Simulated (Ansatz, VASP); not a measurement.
# SiO2 in two plane-wave programs

Aim: how closely do two programs agree when they are given the same cell, functional and k mesh? The cell is taken from a series of runs on this material, whose earlier steps may have relaxed, scaled, displaced or heated it; both programs get it as it stands.

Program: Ansatz 0.2.0. Level of theory: plane waves, with VASP 6.6.1 beside it; zone-centre phonons at PBE. Results are calculated unless marked as measured.

### 1. The structure

Symmetry: P4_2/mnm, No. 136, tetragonal system. The conventional cell has a = 4.309 Å, b = 4.309 Å, c = 2.703 Å, α = 90.00°, β = 90.00°, γ = 90.00°. Nearest to O lie 3 Si at 1.78 to 1.88 Å. Nearest to Si lie 6 O at 1.78 to 1.88 Å. Farther neighbours and most contacts between anions are not listed.

As a file:

```xyz
6
Lattice="4.3092 0.0000 0.0000 0.0000 4.3092 0.0000 0.0000 0.0000 2.7031" Properties=species:S:1:pos:R:3 pbc="T T T"
O     2.9768    2.9768    0.0000
O     0.8222    3.4869    1.3516
O     1.3324    1.3324    0.0000
O     3.4869    0.8222    1.3516
Si    2.1546    2.1546    1.3516
Si    0.0000    0.0000    0.0000
```

### 2. VASP: zone-centre phonons, PBE

Second derivatives magnify differences that forces hide, and they need a tight electronic threshold.

Lines of VASP's logs that name or quote its potential files are left out, and so is its time.

INCAR reads:

```
SYSTEM = SiO2
PREC = Accurate
ENCUT = 600
EDIFF = 1E-08
NELM = 120
ISMEAR = 0
SIGMA = 0.01
LREAL = .FALSE.
ALGO = Normal
GGA = PE
NBANDS = 22
LORBIT = 11
LWAVE = .FALSE.
LCHARG = .FALSE.
ISIF = 2
IBRION = 8
LEPSILON = .TRUE.
LASPH = .TRUE.
GGA_COMPAT = .FALSE.
EFERMI = MIDGAP
KPAR = 2
```

POSCAR reads:

```
SiO2
1.0
    4.3091532102      0.0000000000      0.0000000000
    0.0000000000      4.3091532102      0.0000000000
    0.0000000000      0.0000000000      2.7031068805
O Si
4 2
Direct
    0.6908078805      0.6908078805      0.0000000000
    0.1908078805      0.8091921195      0.5000000000
    0.3091921195      0.3091921195      0.0000000000
    0.8091921195      0.1908078805      0.5000000000
    0.5000000000      0.5000000000      0.5000000000
    0.0000000000      0.0000000000      0.0000000000
```

KPOINTS reads:

```
Automatic mesh
0
Gamma
8 8 8
0 0 0
```

The projector-augmented-wave data sets are O and Si (PBE family, release 64).

Run with:

```console
$ mpirun -np 2 vasp_std
```

Numbers of over 12 decimals in the logs are rounded to 6 here.

Output:

```text
[banner, memory and clock lines left out]
running    2 mpi-ranks, on    1 nodes
 distrk:  each k-point on    1 cores,    2 groups
 distr:  one band on    1 cores,    1 groups

 POSCAR found type information on POSCAR O Si
 POSCAR found :  2 types and       6 ions
 LDA part: xc-table for (Slater+PW92), standard interpolation
 POSCAR, INCAR and KPOINTS ok, starting setup
 FFT: planning ... GRIDC
 FFT: planning ... GRID_SOFT
 FFT: planning ... GRID
 WAVECAR not read
 entering main loop
       N       E                     dE             d eps       ncg     rms          rms(c)
DAV:   1     0.170316855747E+03    0.17032E+03   -0.19434E+04  3300   0.156E+03
DAV:   2    -0.426717098892E+02   -0.21299E+03   -0.20392E+03  4380   0.318E+02
DAV:   3    -0.507369591550E+02   -0.80652E+01   -0.80307E+01  4200   0.625E+01
DAV:   4    -0.507986129442E+02   -0.61654E-01   -0.61625E-01  4104   0.632E+00
DAV:   5    -0.507992296736E+02   -0.61673E-03   -0.61668E-03  4146   0.609E-01    0.164E+01
DAV:   6    -0.462280714633E+02    0.45712E+01   -0.16464E+01  3828   0.276E+01    0.730E+00
DAV:   7    -0.462587253272E+02   -0.30654E-01   -0.51346E-01  3924   0.479E+00    0.282E+00
DAV:   8    -0.462703204830E+02   -0.11595E-01   -0.20540E-02  3906   0.138E+00    0.108E+00
DAV:   9    -0.462769574090E+02   -0.66369E-02   -0.91875E-03  3978   0.948E-01    0.262E-01
DAV:  10    -0.462772127535E+02   -0.25534E-03   -0.11296E-03  4050   0.254E-01    0.601E-02
DAV:  11    -0.462771504339E+02    0.62320E-04   -0.24796E-04  4080   0.115E-01    0.111E-02
DAV:  12    -0.462771524940E+02   -0.20601E-05   -0.14956E-05  3970   0.270E-02    0.617E-03
DAV:  13    -0.462771522025E+02    0.29156E-06   -0.33856E-06  4068   0.133E-02    0.354E-03
DAV:  14    -0.462771522309E+02   -0.28465E-07   -0.13072E-07  4056   0.278E-03    0.996E-04
DAV:  15    -0.462771522306E+02    0.35971E-09   -0.99459E-09  2688   0.830E-04
   1 F= -.46277152E+02 E0= -.46277152E+02  d E =0.000000E+00
 Linear response reoptimize wavefunctions to high precision
DAV:   1    -0.462771522339E+02   -0.33601E-08   -0.10321E-09  2598   0.261E-04
DAV:   2    -0.462771522340E+02   -0.50022E-10   -0.97596E-11  2304   0.762E-05
 Linear response G [H, r] |phi>, progress :
  Direction:   1
       N       E                     dE             d eps       ncg     rms
RMM:   1    -0.136571625259E+03   -0.13657E+03    0.17845E+01  7584   0.993E+01
RMM:   2    -0.116448421334E+03    0.20123E+02   -0.89515E+00  5502   0.210E+01
RMM:   3    -0.116498281121E+03   -0.49860E-01   -0.10491E-01  5652   0.208E+00
RMM:   4    -0.116499719681E+03   -0.14386E-02   -0.19946E-03  5951   0.271E-01
RMM:   5    -0.116499745136E+03   -0.25455E-04   -0.72143E-05  6030   0.416E-02
RMM:   6    -0.116499745913E+03   -0.77671E-06   -0.19492E-05  6110   0.104E-02
RMM:   7    -0.116499745903E+03    0.92623E-08   -0.17554E-05  6094   0.630E-03
RMM:   8    -0.116499745558E+03    0.34498E-06   -0.13121E-05  4966   0.568E-03
RMM:   9    -0.116499745759E+03   -0.20025E-06   -0.89018E-06  3959   0.560E-03
RMM:  10    -0.116499745755E+03    0.33930E-08   -0.24379E-05  3729   0.558E-03
RMM:  11    -0.116499745640E+03    0.11496E-06    0.11877E-04  3716   0.559E-03
 Linear response G [H, r] |phi>, progress :
  Direction:   2
       N       E                     dE             d eps       ncg     rms
RMM:   1    -0.136847293478E+03   -0.13685E+03    0.49817E+01  7652   0.100E+02
RMM:   2    -0.113889787622E+03    0.22958E+02   -0.10071E+01  5619   0.224E+01
RMM:   3    -0.113956745282E+03   -0.66958E-01   -0.11040E-01  5728   0.217E+00
RMM:   4    -0.113958426245E+03   -0.16810E-02   -0.23885E-03  6030   0.294E-01
RMM:   5    -0.113958457462E+03   -0.31218E-04   -0.21503E-04  6090   0.432E-02
RMM:   6    -0.113958459637E+03   -0.21746E-05   -0.17274E-04  6177   0.104E-02
RMM:   7    -0.113958459686E+03   -0.49325E-07   -0.17146E-04  6134   0.610E-03
RMM:   8    -0.113958460028E+03   -0.34118E-06   -0.17434E-04  5047   0.547E-03
RMM:   9    -0.113958460222E+03   -0.19450E-06   -0.17098E-04  4006   0.539E-03
RMM:  10    -0.113958458273E+03    0.19490E-05   -0.15415E-04  3749   0.537E-03
RMM:  11    -0.113958458110E+03    0.16254E-06   -0.40074E-04  3761   0.538E-03
 Linear response G [H, r] |phi>, progress :
  Direction:   3
       N       E                     dE             d eps       ncg     rms
RMM:   1    -0.132565659455E+03   -0.13257E+03    0.38741E+01  7299   0.959E+01
 LRF_COMMUTATOR internal error: the vector H(1)-e(1) S(1) |phi(0)> is not orthog
 onal to |phi(0)> (-1.064079799407147E-004,-2.463307335887066E-014)
 LRF_COMMUTATOR internal error: the vector H(1)-e(1) S(1) |phi(0)> is not orthog
 onal to |phi(0)> (1.064079801258999E-004,2.992051051364797E-014)
 LRF_COMMUTATOR internal error: the vector H(1)-e(1) S(1) |phi(0)> is not orthog
 onal to |phi(0)> (-1.027418277739778E-004,-3.468059173172833E-014)
 LRF_COMMUTATOR internal error: the vector H(1)-e(1) S(1) |phi(0)> is not orthog
[...]
Linear response to external field, progress :
  Direction:   1
       N       E                     dE             d eps       ncg     rms          rms(c)
RMM:   1    -0.346004316806E+00   -0.34600E+00   -0.10131E+00 10149   0.301E+00
RMM:   2    -0.352153746224E+00   -0.61494E-02   -0.70516E-03  9287   0.466E-01    0.106E+00
[...]
RMM:   5    -0.395015165928E+00   -0.23989E-02   -0.16116E-04  5728   0.953E-02    0.139E-02
RMM:   6    -0.395450327532E+00   -0.43516E-03   -0.44274E-06  5995   0.155E-02    0.462E-03
RMM:   7    -0.395548401552E+00   -0.98074E-04   -0.56469E-07  5798   0.517E-03    0.414E-04
RMM:   8    -0.395565081450E+00   -0.16680E-04   -0.85576E-09  6070   0.956E-04    0.207E-04
RMM:   9    -0.395564766096E+00    0.31535E-06   -0.12380E-07  5508   0.504E-04    0.249E-05
RMM:  10    -0.395564439920E+00    0.32618E-06   -0.11023E-07  3310   0.305E-04    0.139E-05
RMM:  11    -0.395564558407E+00   -0.11849E-06    0.57940E-08  3452   0.308E-04    0.146E-06
 change of polarisation eV/A/(eV/A) component  3 :    -0.061    -0.044     0.728
 dielectric tensor                  component  3 :    -0.220    -0.160     3.624
 Linear response DOF=           4
 Linear response progress:
  Degree of freedom:   1/  4
       N       E                     dE             d eps       ncg     rms          rms(c)
RMM:   1    -0.382237600104E+00   -0.38224E+00    0.32837E-01 14164   0.383E+00
RMM:   2    -0.374977255561E+00    0.72603E-02   -0.90364E-03 12536   0.582E-01    0.214E-01
RMM:   3    -0.376273377357E+00   -0.12961E-02   -0.12460E-03 11930   0.203E-01    0.117E-01
RMM:   4    -0.378205334803E+00   -0.19320E-02   -0.84531E-04 12144   0.160E-01    0.332E-02
RMM:   5    -0.378403813225E+00   -0.19848E-03   -0.35741E-05 13284   0.350E-02    0.129E-02
RMM:   6    -0.378454945646E+00   -0.51132E-04   -0.26578E-06 13490   0.954E-03    0.268E-03
RMM:   7    -0.378476083221E+00   -0.21138E-04   -0.87921E-07 13531   0.350E-03    0.877E-04
RMM:   8    -0.378466493974E+00    0.95892E-05    0.82523E-08 13361   0.150E-03    0.264E-04
RMM:   9    -0.378466367213E+00    0.12676E-06    0.26300E-08 13662   0.436E-04    0.113E-04
RMM:  10    -0.378466957976E+00   -0.59076E-06   -0.34928E-09 13629   0.314E-04    0.261E-05
RMM:  11    -0.378466984525E+00   -0.26549E-07    0.22080E-08 13852   0.229E-04    0.825E-06
RMM:  12    -0.378466964048E+00    0.20477E-07    0.10316E-08 14043   0.207E-04    0.270E-06
RMM:  13    -0.378466997597E+00   -0.33549E-07    0.26093E-08 13788   0.201E-04    0.740E-07
RMM:  14    -0.378466996383E+00    0.12144E-08    0.23837E-08 10933   0.198E-04    0.308E-07
 first order change of Fermi-energy  -0.17256E+00
 force on displaced ion       1 direction 1 : -18.713  -8.006   0.000
 Born effective charge ion    1 direction 1 :  -1.922  -0.605   0.000
 Linear response progress:
  Degree of freedom:   2/  4
       N       E                     dE             d eps       ncg     rms          rms(c)
RMM:   1    -0.358745129459E+00   -0.35875E+00    0.38478E-01 12295   0.386E+00
RMM:   2    -0.353243519277E+00    0.55016E-02   -0.78976E-03 10935   0.543E-01    0.219E-01
RMM:   3    -0.354782333712E+00   -0.15388E-02   -0.79005E-04  9741   0.180E-01    0.119E-01
RMM:   4    -0.357208040796E+00   -0.24257E-02   -0.79984E-04  9866   0.177E-01    0.245E-02
RMM:   5    -0.357123634972E+00    0.84406E-04   -0.35415E-05 11277   0.374E-02    0.270E-03
RMM:   6    -0.357177491202E+00   -0.53856E-04   -0.83732E-07 11877   0.604E-03    0.111E-03
RMM:   7    -0.357167456405E+00    0.10035E-04   -0.94146E-08 11705   0.170E-03    0.195E-04
RMM:   8    -0.357169296681E+00   -0.18403E-05   -0.60677E-08 11909   0.435E-04    0.923E-05
RMM:   9    -0.357169902391E+00   -0.60571E-06   -0.59962E-08 12014   0.306E-04    0.745E-06
RMM:  10    -0.357169971991E+00   -0.69601E-07   -0.41161E-08 12068   0.239E-04    0.476E-06
RMM:  11    -0.357169974464E+00   -0.24723E-08   -0.98275E-08 11730   0.232E-04    0.851E-07
 first order change of Fermi-energy   0.33059E-03
 force on displaced ion       1 direction 3 :  -0.003  -0.003 -17.327
 Born effective charge ion    1 direction 3 :  -0.000  -0.000  -2.043
 Linear response progress:
  Degree of freedom:   3/  4
       N       E                     dE             d eps       ncg     rms          rms(c)
RMM:   1    -0.305808338814E-01   -0.30581E-01    0.95607E-02 21984   0.173E+00
RMM:   2    -0.224760007632E-01    0.81048E-02   -0.47726E-03 12784   0.462E-01    0.141E-01
RMM:   3    -0.215937282006E-01    0.88227E-03   -0.79687E-04 13160   0.123E-01    0.948E-02
RMM:   4    -0.210851728402E-01    0.50856E-03   -0.30049E-04 13051   0.114E-01    0.318E-02
RMM:   5    -0.209765334203E-01    0.10864E-03   -0.53213E-05 13275   0.514E-02    0.787E-03
RMM:   6    -0.209735319735E-01    0.30014E-05    0.76587E-06 12925   0.130E-02    0.175E-03
RMM:   7    -0.209755175910E-01   -0.19856E-05    0.24830E-06 13427   0.336E-03    0.790E-04
RMM:   8    -0.209783630540E-01   -0.28455E-05   -0.35853E-07 12984   0.125E-03    0.242E-04
RMM:   9    -0.209783372088E-01    0.25845E-07   -0.14832E-07 13643   0.367E-04    0.550E-05
RMM:  10    -0.209783699172E-01   -0.32708E-07   -0.13491E-07 13449   0.161E-04    0.224E-05
RMM:  11    -0.209783330140E-01    0.36903E-07    0.15722E-07 13635   0.990E-05    0.497E-06
RMM:  12    -0.209783375397E-01   -0.45257E-08   -0.75579E-08 13522   0.726E-05    0.192E-06
 first order change of Fermi-energy  -0.36643E-05
 force on displaced ion       5 direction 1 : -26.049 -11.179   0.000
 Born effective charge ion    5 direction 1 :   3.844  -0.460   0.000
 Linear response progress:
  Degree of freedom:   4/  4
       N       E                     dE             d eps       ncg     rms          rms(c)
RMM:   1    -0.173414254820E-01   -0.17341E-01    0.38024E-02 10287   0.120E+00
RMM:   2    -0.153344504136E-01    0.20070E-02   -0.10863E-03  7639   0.222E-01    0.172E-01
RMM:   3    -0.152787228889E-01    0.55728E-04   -0.10728E-04  7847   0.602E-02    0.102E-01
RMM:   4    -0.153400929178E-01   -0.61370E-04   -0.14818E-04  7687   0.705E-02    0.732E-03
RMM:   5    -0.153003367575E-01    0.39756E-04   -0.34179E-06  7841   0.120E-02    0.191E-03
RMM:   6    -0.152963989803E-01    0.39378E-05   -0.13059E-07  8038   0.225E-03    0.853E-04
RMM:   7    -0.152937972886E-01    0.26017E-05   -0.11545E-08  8074   0.796E-04    0.180E-04
RMM:   8    -0.152934583424E-01    0.33895E-06    0.29040E-08  8018   0.197E-04    0.418E-05
RMM:   9    -0.152936786833E-01   -0.22034E-06    0.12661E-08  8176   0.102E-04    0.515E-06
RMM:  10    -0.152936783638E-01    0.31955E-09    0.15152E-08  8160   0.670E-05    0.176E-06
 first order change of Fermi-energy   0.73502E-05
 force on displaced ion       5 direction 3 :  -0.000  -0.000 -20.479
 Born effective charge ion    5 direction 3 :   0.000   0.000   4.084
 Born effective charges drift removed
 Linear response finished
```

(Part 1 of 3 ends here.)

[Lines on the potential files, build, host, timing and source positions are cut from VASP's logs without a mark.]

[Logs are printed without paths, hosts, clocks, repeated set-up lines and the standing remarks that a program may print on its own settings, such as how far it seeks lower states.]

[Hosts, paths, dates, database ids (printed as entryN), source tags and the programs' standing remarks are cut or masked in the printed files.]
